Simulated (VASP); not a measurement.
Output of a VASP run:

### OSZICAR
```
...
DAV:   5    -0.856320405237E+01   -0.14107E-01   -0.27829E-02  3048   0.693E-01    0.319E-01
DAV:   6    -0.856441779491E+01   -0.12137E-02   -0.19437E-03  2091   0.337E-01    0.108E-01
DAV:   7    -0.856549513433E+01   -0.10773E-02   -0.18504E-03  2931   0.190E-01    0.384E-02
DAV:   8    -0.856551195055E+01   -0.16816E-04   -0.10767E-04  2711   0.548E-02    0.184E-02
DAV:   9    -0.856551377218E+01   -0.18216E-05   -0.60791E-06  1810   0.134E-02    0.974E-03
DAV:  10    -0.856551457915E+01   -0.80697E-06   -0.16720E-06  1253   0.124E-02
   2 F= -.85655146E+01 E0= -.85664559E+01  d E =-.166604E-01
       N       E                     dE             d eps       ncg     rms          rms(c)
DAV:   1    -0.857611432394E+01   -0.10601E-01   -0.22137E-01  2290   0.341E+00    0.706E-01
DAV:   2    -0.856767941452E+01    0.84349E-02   -0.26499E-02  2132   0.114E+00    0.349E-01
DAV:   3    -0.856537218544E+01    0.23072E-02   -0.21081E-02  2657   0.818E-01    0.244E-01
DAV:   4    -0.856563751521E+01   -0.26533E-03   -0.16761E-03  2094   0.252E-01    0.122E-01
DAV:   5    -0.856600400438E+01   -0.36649E-03   -0.48797E-04  3115   0.103E-01    0.587E-02
DAV:   6    -0.856606104211E+01   -0.57038E-04   -0.78471E-05  1771   0.754E-02    0.617E-03
DAV:   7    -0.856606687595E+01   -0.58338E-05   -0.37769E-05  2633   0.209E-02    0.835E-03
DAV:   8    -0.856606746631E+01   -0.59036E-06   -0.26426E-06  1561   0.850E-03
   3 F= -.85660675E+01 E0= -.85670685E+01  d E =-.172132E-01
       N       E                     dE             d eps       ncg     rms          rms(c)
DAV:   1    -0.856938223862E+01   -0.33154E-02   -0.15020E-01  1680   0.313E+00    0.297E-01
DAV:   2    -0.856750993887E+01    0.18723E-02   -0.48198E-03  1820   0.508E-01    0.157E-01
DAV:   3    -0.856672382461E+01    0.78611E-03   -0.25500E-03  2121   0.362E-01    0.899E-02
DAV:   4    -0.856674084643E+01   -0.17022E-04   -0.10342E-04  2282   0.720E-02    0.504E-02
DAV:   5    -0.856673885720E+01    0.19892E-05   -0.36232E-05  2235   0.379E-02    0.121E-02
DAV:   6    -0.856673906733E+01   -0.21013E-06   -0.14355E-06  1059   0.817E-03
   4 F= -.85667391E+01 E0= -.85677666E+01  d E =-.671601E-03
       N       E                     dE             d eps       ncg     rms          rms(c)
DAV:   1    -0.856946888030E+01   -0.27300E-02   -0.15125E-01  1680   0.315E+00    0.301E-01
DAV:   2    -0.856759468204E+01    0.18742E-02   -0.48240E-03  1827   0.509E-01    0.159E-01
DAV:   3    -0.856680552069E+01    0.78916E-03   -0.25510E-03  2121   0.363E-01    0.904E-02
DAV:   4    -0.856682222409E+01   -0.16703E-04   -0.10330E-04  2259   0.720E-02    0.506E-02
DAV:   5    -0.856682015567E+01    0.20684E-05   -0.34929E-05  2249   0.373E-02    0.120E-02
DAV:   6    -0.856682036116E+01   -0.20549E-06   -0.13568E-06  1030   0.802E-03
   5 F= -.85668204E+01 E0= -.85678223E+01  d E =-.752895E-03
       N       E                     dE             d eps       ncg     rms          rms(c)
DAV:   1    -0.856712419296E+01   -0.30404E-03   -0.15289E-02  1680   0.100E+00    0.943E-02
DAV:   2    -0.856693541478E+01    0.18878E-03   -0.48642E-04  1827   0.161E-01    0.502E-02
DAV:   3    -0.856685629853E+01    0.79116E-04   -0.25657E-04  2121   0.115E-01    0.287E-02
DAV:   4    -0.856685859122E+01   -0.22927E-05   -0.10289E-05  2214   0.227E-02    0.158E-02
DAV:   5    -0.856685903901E+01   -0.44779E-06   -0.32944E-06  1507   0.119E-02
   6 F= -.85668590E+01 E0= -.85678741E+01  d E =-.791573E-03
```

### OUTCAR
```
------------------------ aborting loop because EDIFF is reached ----------------------------------------
  FORCE on cell =-STRESS in cart. coord.  units (eV):
  Direction    XX          YY          ZZ          XY          YZ          ZX
  --------------------------------------------------------------------------------------
  Total       -0.0037783     -0.0037783      0.0028268      0.0000000     -0.0000000      0.0000000
  in kB       -0.0955020     -0.0955021      0.0714501      0.0000000     -0.0000000      0.0000000
  external PRESSURE =      -0.0398513 kB  Pullay stress =       0.0000000 kB
  volume of cell :       63.39
      direct lattice vectors                 reciprocal lattice vectors
     1.811294253 -3.137253944  0.000000000     0.276045706 -0.159375049 -0.000000000
     1.811294253  3.137253944 -0.000000000     0.276045706  0.159375049  0.000000000
     0.000000000 -0.000000000  5.577362500     0.000000000  0.000000000  0.179296218
 POSITION                                       TOTAL-FORCE (eV/Angst)
 -----------------------------------------------------------------------------------
      1.81129      1.04575      1.39434         0.000000     -0.000000      0.000000
      1.81129     -1.04575      4.18302        -0.000000      0.000000     -0.000000
 -----------------------------------------------------------------------------------
    total drift:                                0.000000      0.000516     -0.000010
  FREE ENERGIE OF THE ION-ELECTRON SYSTEM (eV)
  ---------------------------------------------------
  free  energy   TOTEN  =        -8.5668590390 eV

  energy  without entropy=       -8.5699041386  energy(sigma->0) =       -8.56787407

 reached required accuracy - stopping structural energy minimisation
```
(Selected blocks of OUTCAR.)

File POSCAR:
```
Y
1
    1.8250000000    -3.1609930000     0.0000000000
    1.8250000000     3.1609930000     0.0000000000
    0.0000000000     0.0000000000     5.7300000000
Y
2
Direct
  0.3333330000   0.6666670000   0.2500000000
  0.6666670000   0.3333330000   0.7500000000
```

Q: Reconstruct the remaining input files.

A: One answer among several that fit: the input of the run itself, rev-vdW-DF2, plane waves, VASP's PBE PAW potentials (set 64).

KPOINTS:
```
Automatic mesh
0
gamma
10 10 6
```

**INCAR**
```
AGGAC = 0.0
ALGO = Normal
EDIFF = 1E-6
EDIFFG = -0.01
ENCUT = 520
GGA = MK
IBRION = 2
ISIF = 3
ISMEAR = 1
LASPH = T
LCHARG = F
LMAXMIX = 4
LREAL = F
LUSE_VDW = T
LWAVE = F
NELM = 100
NSW = 60
PARAM1 = 0.1234568
PARAM2 = 0.7114
PREC = Accurate
SIGMA = 0.1
SYSTEM = Y
ZAB_VDW = -1.8867
```

POTCAR, in this order: Y_sv (PBE.64 set). Program: vasp_std.

Energy and stress use the plane-wave basis of the starting cell.

The compound is Y in the hcp structure. This run relaxes it. Symmetry was kept, so distortions that lower it aren't found.
